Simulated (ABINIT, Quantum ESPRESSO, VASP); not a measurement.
**CsI (Pm-3m, 2 atoms in the cell) computed with different codes at matched settings**

Self-consistent single point.

```xyz
2
Lattice="4.5700 0.0000 0.0000 0.0000 4.5700 0.0000 0.0000 0.0000 4.5700" Properties=species:S:1:pos:R:3 pbc="T T T"
Cs     0.0000     0.0000     0.0000
I      2.2850     2.2850     2.2850
```

Shared settings, as Quantum ESPRESSO writes them: occupations = smearing; smearing = fermi-dirac; degauss = 0.000734986 Ry; noncolin = true; lspinorb = true; K_POINTS = automatic 4 4 4 0 0 0. Potentials and cutoffs stand in the table.

```json
[
 {"code": "Quantum ESPRESSO", "model": "PBE, spin-orbit coupling, PseudoDojo fully relativistic norm-conserving (PBE) pseudopotentials", "pressure (GPa)": "0.73", "gap on the mesh (eV)": "3.632", "cutoff": "70 Ry"},
 {"code": "ABINIT", "model": "PBE, spin-orbit coupling, norm-conserving pseudopotentials (PseudoDojo nc-fr-04 PBE standard)", "pressure (GPa)": "0.73", "gap on the mesh (eV)": "3.632", "cutoff": "35 Ha"},
 {"code": "VASP", "model": "PBE, spin-orbit coupling, VASP's PBE PAW potentials (set 64)", "pressure (GPa)": "0.75", "gap on the mesh (eV)": "3.625", "cutoff": "300 eV"}
]
```

Gaps are read on the mesh.

The spread over the programs that give each value: pressure within 0.02 GPa; gap on the mesh within 0.007 eV.

VASP's run is marked for a possible Pulay error in its stress at this cutoff; no cutoff test was made.

The starting cell has typed, rounded lattice constants, without a prior relaxation at this level.

Left out of this page: Ansatz, FLEUR and SIESTA (not drawn, or without a comparable value).
